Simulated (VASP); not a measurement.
Crystal: MgCd2Te3.

```xyz
6
Lattice="4.2200 0.0000 0.0000 -2.1100 3.6546 0.0000 0.0000 0.0000 10.3400" Properties=species:S:1:pos:R:3 pbc="T T T"
Mg    0.0000    0.0000    0.0000
Cd    2.1100    1.2182    6.8937
Cd    0.0000    2.4364    3.4463
Te    0.0000    2.4364    8.6163
Te    2.1100    1.2182    1.7237
Te    0.0000    0.0000    5.1700
```

The cell was built by a generator and needn't be a form met in nature.

```yaml
Program: VASP 6.6.1
Task: relaxation of cell and atoms
Functional: PBE
Potentials_or_basis: VASP PAW PBE potentials, release 64 (Mg, Cd, Te)
Cutoff: 520 eV
k_mesh: 4 × 4 × 2
Occupations: gaussian, width 0.15 eV
Spin: no spin polarisation
```

At the start: pressure 3.6 GPa; volume 26.58 Å³/atom.

Problem. How do energy, volume and symmetry change on relaxing?

Solution. Over 7 steps the energy falls by 22.7 meV/atom and the volume is 28.39 Å³/atom (+6.8 %); space group P-3m1 (No. 164, to 0.05 Å).

The path:
```tsv
step	energy change (eV)	largest force (eV/Å)	pressure (GPa)	volume (Å³)
1	0.0000	0.4254	3.59	159.47
2	-0.1134	0.2123	-1.09	173.61
3	-0.1213	0.2532	0.06	170.29
4	-0.1213	0.2462	-0.04	170.78
5	-0.1210	0.2417	-0.18	171.13
6	-0.1269	0.1877	-0.29	170.93
7	-0.1360	0.0629	-0.10	170.34
```

Final structure:
```
CELL_PARAMETERS angstrom
4.32921 0.00000 0.00000
-2.16461 3.74921 0.00000
0.00000 0.00000 10.49468
ATOMIC_POSITIONS crystal
Mg 0.00000 0.00000 0.00000
Cd 0.66667 0.33333 0.66735
Cd 0.33333 0.66667 0.33265
Te 0.33333 0.66667 0.83953
Te 0.66667 0.33333 0.16047
Te 0.00000 0.00000 0.50000
```

Caveat: the k mesh is coarse (spacing up to 0.43 Å⁻¹), so the values aren't converged.
